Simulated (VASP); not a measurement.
# Driving VASP from ASE on TiAl, part 3 of 3

Do ASE scripts that read TiAl from different structure formats give one answer, and do several routes find one equilibrium volume? All runs use PBEsol. Left out of this account: 2 further runs (self-consistent run: its dispersion library returned no energy; fields: a reference on another mesh). The start is a computed cell from the Materials Project.

VASP 6.6.1; PBEsol; plane waves and PAW (Ti_sv, Al).

So far. Step 4 (Relaxing cell and atoms (PBEsol, through ASE)): It ends with forces that vanish by symmetry and a pressure of 0.02 GPa. Step 5 (Equation of state by an ASE loop (PBEsol)): The fitted volume lies +0.30 % from the relaxed one.

### Step 6. BFGS in ASE (PBEsol)

Here ASE drives the relaxation and calls VASP for forces and stress at each step.

run.py reads:

```python
import numpy as np
from ase.calculators.vasp import Vasp
from ase import Atoms
from ase.optimize import BFGS
from ase.filters import FrechetCellFilter

atoms = Atoms(['Ti', 'Al'],
              cell=[[3.179064, 0.0, 0.0], [0.0, 3.179064, 0.0], [0.0, 0.0, 3.179064]],
              scaled_positions=[[0.0, 0.0, 0.0], [0.5, 0.5, 0.5]],
              pbc=True)

calc = Vasp(
    xc='pbesol',
    pp='PBE',
    prec='Accurate',
    encut=400,
    ediff=1e-06,
    nelm=100,
    ismear=-1,
    sigma=0.05,
    lreal=False,
    algo='Normal',
    nbands=13,
    lasph=True,
    lorbit=11,
    lwave=False,
    lcharg=False,
    kpar=2,
    isif=2,
    pp_version='64',
    setups={'Ti': '_sv', 'Al': ''},
    kpts=(12, 12, 12),
    gamma=True,
    txt='vasp.out',
)
atoms.calc = calc

BFGS(FrechetCellFilter(atoms)).run(fmax=0.02, steps=30)
print("cell (A, degrees):", np.round(atoms.cell.cellpar(), 4))
print("volume (A^3):", round(atoms.get_volume(), 4))
print("energy (eV):", round(atoms.get_potential_energy(), 6))
print("Fermi level (eV):", round(calc.get_fermi_level(), 4))
print("forces (eV/A):")
print(np.round(atoms.get_forces(), 4))
print("stress (GPa, Voigt, tension positive):", np.round(atoms.get_stress() * 160.21766, 3))
```

PAW data sets: Ti_sv and Al (PBE family, release 64).

Command:

```bash
$ export ASE_VASP_COMMAND="mpirun -np 2 vasp_std"
$ python run.py
```

Output:

```text
Step     Time          Energy          fmax
BFGS:    0 --:--:--      -12.966091        0.271341
BFGS:    1 --:--:--      -12.968257        0.206409
BFGS:    2 --:--:--      -12.970246        0.005562
cell (A, degrees): [ 3.1534  3.1534  3.1534 90.     90.     90.    ]
volume (A^3): 31.3578
energy (eV): -12.959976
Fermi level (eV): 8.939
forces (eV/A):
[[0. 0. 0.]
 [0. 0. 0.]]
stress (GPa, Voigt, tension positive): [-0.057 -0.057 -0.057 -0.    -0.     0.   ]
```

The job ended after 14 s (2 MPI ranks of Intel Xeon 6975P-C (Granite Rapids), shared host; peak memory 0.28 GiB; 25 s of CPU time).

The INCAR that ASE wrote:

```
ENCUT = 400.000000
SIGMA = 0.050000
EDIFF = 1.00e-06
ALGO = Normal
GGA = PS
PREC = Accurate
ISIF = 2
ISMEAR = -1
KPAR = 2
LORBIT = 11
NBANDS = 13
NELM = 100
LASPH = .TRUE.
LCHARG = .FALSE.
LWAVE = .FALSE.
LREAL = .FALSE.
```

The KPOINTS that ASE wrote:

```
KPOINTS created by Atomic Simulation Environment
0
Gamma
12 12 12
0 0 0
```

vasp.out (the last of its runs):

```text
[... set-up lines as in an earlier step ...]
 entering main loop
       N       E                     dE             d eps       ncg     rms          rms(c)
DAV:   1     0.825148587582E+02    0.82515E+02   -0.62221E+03  2184   0.987E+02
DAV:   2    -0.100534879015E+02   -0.92568E+02   -0.89441E+02  2249   0.277E+02
DAV:   3    -0.145672223783E+02   -0.45137E+01   -0.43776E+01  3304   0.618E+01
DAV:   4    -0.146953120143E+02   -0.12809E+00   -0.12762E+00  2506   0.928E+00
DAV:   5    -0.146995994644E+02   -0.42875E-02   -0.42863E-02  3264   0.158E+00    0.104E+01
DAV:   6    -0.130395027605E+02    0.16601E+01   -0.69369E+00  2512   0.335E+01    0.285E+00
DAV:   7    -0.129844352688E+02    0.55067E-01   -0.52582E-01  2491   0.883E+00    0.181E+00
DAV:   8    -0.129729586248E+02    0.11477E-01   -0.59604E-02  2728   0.252E+00    0.548E-01
DAV:   9    -0.129702228469E+02    0.27358E-02   -0.14416E-02  2511   0.162E+00    0.182E-01
DAV:  10    -0.129702739646E+02   -0.51118E-04   -0.35687E-04  2538   0.214E-01    0.912E-02
DAV:  11    -0.129702454133E+02    0.28551E-04   -0.27588E-04  2639   0.189E-01    0.928E-03
DAV:  12    -0.129702460921E+02   -0.67885E-06   -0.11873E-05  2570   0.318E-02    0.874E-03
DAV:  13    -0.129702457065E+02    0.38558E-06   -0.84654E-07  1732   0.101E-02
   1 F= -.12970246E+02 E0= -.12959976E+02  d E =-.205397E-01
```

From OUTCAR (step 6):

```text
   ENCUT  =  400.0 eV  29.40 Ry    5.42 a.u.   5.14  5.14  5.14*2*pi/ulx,y,z

   NELECT =      15.0000    total number of electrons

 E-fermi :   8.9390

 k-point     1 :       0.0000    0.0000    0.0000
  band No.  band energies     occupation
    ...
      3     -23.9787      2.00000
      4     -23.9787      2.00000
      5      -0.4197      2.00000
      6       7.4429      2.00000
      7       7.4429      2.00000
      8      10.7808      0.00000
      9      10.7808      0.00000
     10      10.7808      0.00000
     11      13.4714      0.00000
     12      13.4714      0.00000
    ...

  Total        0.0111243      0.0111243      0.0111243     -0.0000000     -0.0000000      0.0000000
  in kB        0.5683762      0.5683762      0.5683762     -0.0000000     -0.0000000      0.0000000
  external PRESSURE =       0.5683762 kB  Pullay stress =       0.0000000 kB

 POSITION                                       TOTAL-FORCE (eV/Angst)
 -----------------------------------------------------------------------------------
      0.00000      0.00000      0.00000         0.000000      0.000000      0.000000
      1.57671      1.57671      1.57671         0.000000      0.000000      0.000000
 -----------------------------------------------------------------------------------
    total drift:                                0.000000      0.000000      0.000000

  FREE ENERGIE OF THE ION-ELECTRON SYSTEM (eV)
  ---------------------------------------------------
  free  energy   TOTEN  =       -12.9702457065 eV

  energy  without entropy=      -12.9497059848  energy(sigma->0) =      -12.95997585

[... 4 parts as in an earlier step ...]

[... 12 further parts left out ...]
```

Numbers from this step:

| Item | Value |
| --- | --- |
| optimizer steps | 2 |
| volume after bfgs | 15.68 Å³/atom |

### Step 7. Side by side

| run | atoms | mesh | energy (eV/atom) | pressure (GPa) |
| --- | --- | --- | --- | --- |
| ASE, structure typed into the script | 2 | 12×12×12 | -6.47775 | -2.706 |
| ASE, structure read from a CIF with its space group | 2 | 8×8×8 | -6.47601 | -2.699 |

### Step 8. What came out

- energy, ASE, structure typed into the script: -6.47775 eV/atom
- energy, ASE, structure read from a CIF with its space group: -6.47601 eV/atom
- volume from VASP's own relaxation: 15.69 Å³/atom
- volume from the fit of the ASE volume loop: 15.74 Å³/atom
- volume from BFGS in ASE: 15.68 Å³/atom

With the structure read from a CIF with its space group, ASE's run differs from the first script by +1.7 meV an atom, which comes from its other mesh. The routes to the equilibrium volume agree within 0.40 %. VASP's relaxation keeps the plane waves of its start, while ASE starts VASP afresh at each cell, and a loop at fixed shape can't relax anything but the volume. With an odd electron count and no spin the cell is a metal by construction.

[Lines on the potential files, build, host, timing and source positions are cut from VASP's logs without a mark.]

[Logs are printed without paths, hosts, clocks, repeated set-up lines and the standing remarks that a program may print on its own settings, such as how far it seeks lower states.]

[Hosts, paths, dates, database ids (printed as entryN), source tags and the programs' standing remarks are cut or masked in the printed files.]

[A measured line is paired with the nearest computed mode of its activity, which favours agreement.]
